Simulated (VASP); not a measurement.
```xyz
4
Lattice="3.9120 0.0000 0.0000 0.0000 3.9120 0.0000 0.0000 0.0000 3.9120" Properties=species:S:1:pos:R:3 pbc="T T T"
Mo     0.0000     1.9560     1.9560
Mo     1.9560     0.0000     1.9560
Mo     1.9560     1.9560     0.0000
Pd     0.0000     0.0000     0.0000
```

Calculation: PBEsol GGA with spin-orbit coupling, VASP's PBE PAW potentials (set 64) (plane waves; VASP 6.6.1). Settings: 400 eV cut-off, 7×7×7 Γ-centred mesh, Gaussian smearing of 0.050 eV, potentials Mo_sv Pd.

Problem. Give the energies of bands 45 to 58 at the high-symmetry points, in eV from the Fermi level.

Solution. 
```json
[
 {"band": "45", "Γ": "-0.04", "X": "-2.13", "M": "-1.94", "R": "-1.03"},
 {"band": "46", "Γ": "-0.04", "X": "-2.13", "M": "-1.94", "R": "-1.03"},
 {"band": "47", "Γ": "-0.04", "X": "-0.07", "M": "-1.94", "R": "-0.92"},
 {"band": "48", "Γ": "-0.04", "X": "-0.07", "M": "-1.94", "R": "-0.92"},
 {"band": "49", "Γ": "2.54", "X": "0.02", "M": "-1.93", "R": "1.15"},
 {"band": "50", "Γ": "2.54", "X": "0.02", "M": "-1.93", "R": "1.15"},
 {"band": "51", "Γ": "2.54", "X": "0.06", "M": "0.27", "R": "1.16"},
 {"band": "52", "Γ": "2.54", "X": "0.06", "M": "0.27", "R": "1.16"},
 {"band": "53", "Γ": "2.69", "X": "0.74", "M": "0.29", "R": "1.16"},
 {"band": "54", "Γ": "2.69", "X": "0.74", "M": "0.29", "R": "1.16"},
 {"band": "55", "Γ": "3.26", "X": "0.74", "M": "0.60", "R": "1.91"},
 {"band": "56", "Γ": "3.26", "X": "0.74", "M": "0.60", "R": "1.91"},
 {"band": "57", "Γ": "3.26", "X": "1.24", "M": "0.60", "R": "2.32"},
 {"band": "58", "Γ": "3.26", "X": "1.24", "M": "0.60", "R": "2.32"}
]
```

It has no gap at this level: it comes out as a metal or semimetal.

The structure comes from a computed database's Mo3Pd entry (Pm-3m); how it stands against other phases isn't given here. It was relaxed first.
